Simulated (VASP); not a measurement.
Given:

```yaml
crystal:
  lattice:
    - [3.26352, 0.00000, 0.00000]
    - [-1.63176, 2.82629, 0.00000]
    - [0.00000, 0.00000, 5.14173]
  atoms:
    - { symbol: Mg, position: [0.33333, 0.66667, 0.49665] }
    - { symbol: Zn, position: [0.66667, 0.33333, 0.00349] }
    - { symbol: O, position: [0.33333, 0.66667, 0.88322] }
    - { symbol: O, position: [0.66667, 0.33333, 0.38862] }
```

Computed with PBEsol GGA, VASP's PBE PAW potentials (set 64) (plane waves; VASP). Settings: 520 eV cut-off, 9×9×5 Γ-centred mesh, tetrahedra with Blöchl corrections, potentials Mg Zn O.

The cores are frozen, which limits the accuracy of field gradients.

Q: Give the principal components of the electric field gradient (V/Å²) and the asymmetry η at each nucleus.

A: 
```
atom    Vxx    Vyy    Vzz     η
----  -----  -----  -----  ----
Mg1    -3.1   -3.1    6.3  0.00
Zn2    -0.1   -0.1    0.2     -
O3     19.4   19.4  -38.8  0.00
O4    -17.9  -17.8   35.7  0.00
```

The structure comes from a computed database's MgZnO2 entry (P3m1); how it stands against other phases isn't given here. It was relaxed first.
